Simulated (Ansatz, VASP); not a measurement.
# Al22Ga16O57 (amorphous 42Ga2O3-58Al2O3 (mol %)) in two plane-wave programs, part 2 of 2

Aim: how closely do two programs agree when they are given the same cell, functional and k mesh? Of the first pair: The structure shown is the start of the Ansatz relaxation below; VASP solves that cell, so the two are compared at the walk's first step.

VASP 6.6.1 and Ansatz 0.2.0.

So far. Step 3 (VASP: single point, PBE, start cell, pair 1): The run ends at a pressure of 7.97 GPa, with forces up to 2.4 eV/Å.

### Step 5. Ansatz: relaxation, PBE

Level of this step: Ansatz beside VASP: Kohn-Sham DFT, plane waves, PBE (Ansatz).

This run makes the geometry at which the two programs are then compared. The cell compared in this pair holds 1031.45 Å³, against 958.86 Å³ for the pair before.

The structure compared here is the end of the Ansatz relaxation.

input.yaml reads:

```yaml
crystal:
  lattice:
    - [9.86095, 0.0, 0.0]
    - [0.0, 9.86095, 0.0]
    - [0.0, 0.0, 9.86095]
  atoms:
    - { symbol: Ga, position: [0.79368, 0.41592, 0.65944] }
    - { symbol: Ga, position: [0.62177, 0.55777, 0.83701] }
    - { symbol: Ga, position: [0.02011, 0.4423, 0.96581] }
    - { symbol: Ga, position: [0.56867, 0.72635, 0.57529] }
    - { symbol: Ga, position: [0.33239, 0.57878, 0.06159] }
    - { symbol: Ga, position: [0.34091, 0.51108, 0.51143] }
    - { symbol: Ga, position: [0.13946, 0.75945, 0.42038] }
    - { symbol: Ga, position: [0.03093, 0.25335, 0.7184] }
    - { symbol: Ga, position: [0.51504, 0.32225, 0.05669] }
    - { symbol: Ga, position: [0.5157, 0.13989, 0.39933] }
    - { symbol: Ga, position: [0.63784, 0.90277, 0.861] }
    - { symbol: Ga, position: [0.95306, 0.3399, 0.42556] }
    - { symbol: Ga, position: [0.63597, 0.62545, 0.12112] }
    - { symbol: Ga, position: [0.85598, 0.63904, 0.37342] }
    - { symbol: Ga, position: [0.80041, 0.18192, 0.8947] }
    - { symbol: Ga, position: [0.61945, 0.04609, 0.1152] }
    - { symbol: Al, position: [0.06585, 0.58851, 0.66149] }
    - { symbol: Al, position: [0.11592, 0.14614, 0.99331] }
    - { symbol: Al, position: [0.84268, 0.79984, 0.62614] }
    - { symbol: Al, position: [0.62144, 0.42683, 0.41106] }
    - { symbol: Al, position: [0.18908, 0.02268, 0.255] }
    - { symbol: Al, position: [0.33079, 0.67783, 0.78878] }
    - { symbol: Al, position: [0.99944, 0.92883, 0.90943] }
    - { symbol: Al, position: [0.04672, 0.03041, 0.51933] }
    - { symbol: Al, position: [0.87708, 0.67393, 0.8945] }
    - { symbol: Al, position: [0.92179, 0.12263, 0.21561] }
    - { symbol: Al, position: [0.12587, 0.49023, 0.25719] }
    - { symbol: Al, position: [0.34527, 0.94165, 0.58611] }
    - { symbol: Al, position: [0.30934, 0.35356, 0.82679] }
    - { symbol: Al, position: [0.4129, 0.80595, 0.28886] }
[... 59 atom lines left out ...]
    - { symbol: O, position: [0.32942, 0.75083, 0.95937] }
    - { symbol: O, position: [0.61294, 0.27597, 0.50823] }
    - { symbol: O, position: [0.0109, 0.01419, 0.09837] }
    - { symbol: O, position: [0.23442, 0.63942, 0.63692] }
    - { symbol: O, position: [0.51372, 0.18773, 0.2101] }
    - { symbol: O, position: [0.67115, 0.85656, 0.68698] }
kpoints:
  mp_grid: { grid: [1, 1, 1] }
hamiltonian:
  xc: pbe
scf:
  occupations: { method: fixed }
output:
  forces: true
relax:
  f_tol: 0.05
  max_steps: 150
  cell: {}
```

Launch:

```bash
ansatz run input.yaml --threads 4 --pin off --max-ram 8192MiB --backend cpu --events-out ev --progress --plain --runs-dir out
```

Numbers of over 12 decimals in the logs are rounded to 6 here.

Output:

```text
[...]
Crystal: 95 atoms, lattice volume = 958.862 Å³
Basis set: ecut = 420 eV, 18805 PW (Γ), exchange–correlation on 144×144×144 points (8 copies of the dense FFT grid, shifted against one another)
Bands: 403, of which v1, the nominal top of the filled ones, is band 308 counted from 1 (307 counted from 0)
Symmetry: 1 space group operations
[...]
k-points: 1
[...]
- { symbol: O, position: [0.555876, 0.510277, 1.007174] }
    - { symbol: O, position: [0.750581, 0.742552, 0.232662] }
    - { symbol: O, position: [0.732298, 0.761407, 0.482145] }
    - { symbol: O, position: [0.414436, 0.075987, 0.570729] }
    - { symbol: O, position: [0.329148, 0.364040, 0.425683] }
    - { symbol: O, position: [0.808355, 0.990478, 0.239156] }
[...]
- { symbol: O, position: [0.0010971, 0.012814, 0.092912] }
    - { symbol: O, position: [0.244567, 0.600579, 0.634882] }
    - { symbol: O, position: [0.534385, 0.170997, 0.199198] }
    - { symbol: O, position: [0.674043, 0.863211, 0.694139] }
[key lines of the parts left out:]
P = ⅓ Tr σ = 0.0133 GPa (0.133 kbar)
```

### Step 6. VASP: single point, PBE, relaxed cell, pair 2

The same cell, functional and mesh now go to VASP, with its own data sets.

INCAR reads:

```
SYSTEM = Al22Ga16O57
PREC = Accurate
ENCUT = 600
EDIFF = 1E-06
NELM = 120
ISMEAR = 0
SIGMA = 0.01
LREAL = Auto
ALGO = Normal
GGA = PE
NBANDS = 376
LORBIT = 11
LWAVE = .FALSE.
LCHARG = .FALSE.
ISIF = 2
LASPH = .TRUE.
GGA_COMPAT = .FALSE.
EFERMI = MIDGAP
NCORE = 2
```

POSCAR reads:

```
Al22Ga16O57
1.0
   10.2011040000     -0.0782930000      0.0973290000
   -0.0782930000     10.1615630000      0.1713960000
    0.0973290000      0.1713960000      9.9548340000
Ga Al O
16 22 57
Direct
    0.8071300000      0.4439700000      0.6784200000
    0.6224600000      0.5688200000      0.8405500000
    0.0366300000      0.4338700000      0.9697000000
    0.5655000000      0.7286400000      0.5739700000
    0.3415200000      0.5607100000      0.0571100000
    0.3352000000      0.5313800000      0.4845500000
    0.1280900000      0.7802600000      0.4073800000
    0.0254400000      0.2487700000      0.7114900000
    0.5311500000      0.3219800000      0.0606800000
    0.5206600000      0.1330200000      0.3942800000
    0.6384900000      0.8801000000      0.8741400000
    0.9420500000      0.3508500000      0.4207200000
    0.6286600000      0.6307700000      0.1375400000
    0.8575500000      0.6528700000      0.3858500000
    0.7898500000      0.1802900000      0.8898700000
    0.5740600000      0.0285400000      0.0962600000
    0.0701500000      0.5745600000      0.6556000000
    0.1006400000      0.1455300000      0.9931200000
    0.8456800000      0.7973200000      0.6431700000
    0.6250700000      0.4359400000      0.4182300000
    0.2031800000      0.0415000000      0.2580100000
    0.3293800000      0.6572600000      0.7860300000
    0.0044100000      0.9255200000      0.9124700000
    0.0354400000      0.0513600000      0.5144100000
    0.8936200000      0.6668000000      0.9078500000
    0.9250300000      0.1309100000      0.2127400000
    0.1070400000      0.5162300000      0.2604500000
    0.3316800000      0.9219600000      0.5783400000
    0.3235300000      0.3302600000      0.8433500000
    0.4093200000      0.8027500000      0.2864300000
[... 59 atom lines left out ...]
    0.3065600000      0.7223700000      0.9546000000
    0.5791400000      0.2796400000      0.4931800000
    0.0011000000      0.0128100000      0.0929100000
    0.2445700000      0.6005800000      0.6348800000
    0.5343900000      0.1710000000      0.1992000000
    0.6740400000      0.8632100000      0.6941400000
```

KPOINTS reads:

```
Automatic mesh
0
Gamma
1 1 1
0 0 0
```

PAW data sets: Ga_d, Al and O (PBE family, release 64).

Launch:

```bash
mpirun -np 8 vasp_gam
```

Output:

```text
[... set-up lines as in an earlier step ...]
 entering main loop
       N       E                     dE             d eps       ncg     rms          rms(c)
DAV:   1     0.162567106905E+05    0.16257E+05   -0.25957E+05   848   0.290E+03
DAV:   2     0.388894375620E+04   -0.12368E+05   -0.11461E+05   752   0.910E+02
DAV:   3    -0.169980455443E+03   -0.40589E+04   -0.37890E+04  1016   0.366E+02
DAV:   4    -0.704689725013E+03   -0.53471E+03   -0.52584E+03  1040   0.142E+02
[...]
DAV:  17    -0.638116755153E+03   -0.15349E-04   -0.18907E-04   896   0.444E-02    0.789E-03
DAV:  18    -0.638116755474E+03   -0.32083E-06   -0.21814E-05   992   0.279E-02    0.518E-03
DAV:  19    -0.638116755095E+03    0.37882E-06   -0.38379E-06   744   0.210E-02
   1 F= -.63811676E+03 E0= -.63811676E+03  d E =0.000000E+00
```

OUTCAR, selected parts (step 6):

```text
  Total       -0.2323608     -0.0026290      0.0537378     -0.0814006      0.1027860     -0.1503259
  in kB       -0.3609318     -0.0040837      0.0834722     -0.1264416      0.1596600     -0.2335050
  external PRESSURE =      -0.0938478 kB  Pullay stress =       0.0000000 kB

 POSITION                                       TOTAL-FORCE (eV/Angst)
 -----------------------------------------------------------------------------------
      8.26489      4.56451      6.90821         0.012190     -0.016284     -0.005318
      6.38705      5.87543      8.52561        -0.031658     -0.012949      0.008573
      0.43408      4.57213      9.73113         0.023338     -0.011075     -0.010075
      5.76754      7.45822      5.89370        -0.019032      0.006997      0.026697
      3.44554      5.68074      0.69786         0.013956      0.025156      0.015063
      3.42497      5.45646      4.94732         0.015311     -0.013890      0.003837
      1.28522      7.98846      4.20160        -0.024569      0.009064      0.000421
[...]
5.61760      2.75762      7.12983        -0.001754     -0.008854     -0.012267
      2.77160      2.98657      2.63779         0.000110     -0.003752     -0.001563
      8.22762      3.86245      1.57287        -0.008178      0.010436      0.004343
      3.15796      2.28080      5.42142        -0.015204      0.007306      0.014119
      7.08414      9.08258      3.61786        -0.018718      0.007669      0.007890
      1.67239      9.40337      5.33487         0.014633      0.037680      0.009329
[...]
-----------------------------------------------------------------------------------
    total drift:                               -0.002568      0.004455     -0.020490

  FREE ENERGIE OF THE ION-ELECTRON SYSTEM (eV)
  ---------------------------------------------------
  free  energy   TOTEN  =      -638.1167550953 eV

  energy  without entropy=     -638.1167550953  energy(sigma->0) =     -638.11675510

[... 1 part as in an earlier step ...]

[... 2 further parts left out ...]
[key lines of the parts left out:]
E-fermi :   5.2392
```

The run ends at a pressure of -0.01 GPa, with forces up to 0.073 eV/Å.

### Step 7. Side by side

What differs besides the data sets and the points named for the pairs above, as far as they apply: the cutoff is 420 eV in Ansatz and 600 eV in VASP (PREC = Accurate, projectors in real space). Total energies have different zeros and are not compared.

Both answers:

```tsv
quantity	Ansatz	VASP	difference
pressure (GPa)	0.01	-0.01	+0.02
gap on the k mesh (eV)	2.456	2.441	+0.015
```

At this near-relaxed geometry the largest component of a force difference is 65 meV/Å. A gap on the mesh is an upper bound, since the band edges may lie between its points.

### Step 8. Results

| Item | Value |
| --- | --- |
| r.m.s. force difference (single point, PBE, start cell, pair 1) | 3.1 % of the r.m.s. force |
| r.m.s. force difference (single point, PBE, relaxed cell, pair 2) | 19 meV/Å |

The r.m.s. force difference is 19 meV/Å (single point, PBE, relaxed cell, pair 2), beyond the 12 meV/Å picked in this series as the mark of a large difference. What causes the difference of the single point, PBE, start cell, pair 1 pair stays open here. What causes the difference of the single point, PBE, relaxed cell, pair 2 pair stays open here. Such differences can come from data sets, numerical settings and the points named under the comparisons, not from the functional's error against experiment.

[Lines on the potential files, build, host, timing and source positions are cut from VASP's logs without a mark.]

[Logs are printed without paths, hosts, clocks, repeated set-up lines and the standing remarks that a program may print on its own settings, such as how far it seeks lower states.]

[Hosts, paths, dates, database ids (printed as entryN), source tags and the programs' standing remarks are cut or masked in the printed files.]
